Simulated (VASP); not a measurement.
The system is Ti2SnTe2.

```xyz
5
Lattice="3.8800 0.0000 0.0000 -1.9400 3.3602 0.0000 0.0000 0.0000 9.1700" Properties=species:S:1:pos:R:3 pbc="T T T"
Ti    0.0000    2.2401    1.6965
Ti    1.9400    1.1201    7.4735
Sn    0.0000    0.0000    0.0000
Te    1.9400    1.1201    3.2003
Te    0.0000    2.2401    5.9697
```

The cell was built by a generator and needn't be a form met in nature.

* Program: VASP 6.6.1
* Task: relaxation of cell and atoms
* Functional: PBE
* Potentials or basis: VASP PAW PBE potentials, release 64 (Ti_sv, Sn_d, Te)
* Cutoff: 520 eV
* k mesh: 4 × 4 × 2
* Occupations: gaussian, width 0.15 eV
* Spin: no spin polarisation

At the start: pressure 4.7 GPa; volume 23.91 Å³/atom.

Question: How do energy, volume and symmetry change on relaxing?

Answer: Over 15 steps the energy falls by 63.2 meV/atom and the volume is 25.83 Å³/atom (+8.0 %); space group P-3m1 (No. 164, to 0.05 Å).

Step by step:
```
step  energy change (eV)  largest force (eV/Å)  pressure (GPa)  volume (Å³)
   1              0.0000                0.7258            4.66       119.55
   2             -0.1046                0.7149           -2.61       131.95
   3             -0.1432                0.4513           -1.18       127.52
   4             -0.1421                0.4100           -0.27       126.94
   5             -0.1430                0.4430           -0.43       127.24
   6             -0.1983                0.3291           -0.27       127.14
   7             -0.2961                0.0980            0.48       126.58
   8             -0.3047                0.0606            0.80       126.26
   9             -0.3067                0.2709           -0.87       130.16
  10             -0.3114                0.1679           -0.28       128.43
  11             -0.3116                0.1535           -0.05       128.07
  12             -0.3118                0.1667            0.10       128.16
  13             -0.3118                0.1743           -0.01       128.32
  14             -0.3119                0.1792           -0.07       128.36
  15             -0.3158                0.0690           -0.09       129.13
```

Final structure:
```cif
data_structure
_symmetry_space_group_name_H-M 'P 1'
_symmetry_Int_Tables_number 1
_cell_length_a 3.8074
_cell_length_b 3.8074
_cell_length_c 10.2864
_cell_angle_alpha 90.000
_cell_angle_beta 90.000
_cell_angle_gamma 120.000
_cell_volume 129.13
loop_
_atom_site_label
_atom_site_type_symbol
_atom_site_fract_x
_atom_site_fract_y
_atom_site_fract_z
_atom_site_occupancy
Ti1 Ti 0.33333 0.66667 0.17337 1
Ti2 Ti 0.66667 0.33333 0.82663 1
Sn1 Sn 0.00000 0.00000 0.00000 1
Te1 Te 0.66667 0.33333 0.33628 1
Te2 Te 0.33333 0.66667 0.66372 1
```

Caveat: the k mesh is coarse (spacing up to 0.47 Å⁻¹), so the values aren't converged; this functional lacks dispersion, which binds the layers, so the pressure and a relaxed spacing across them are unreliable.
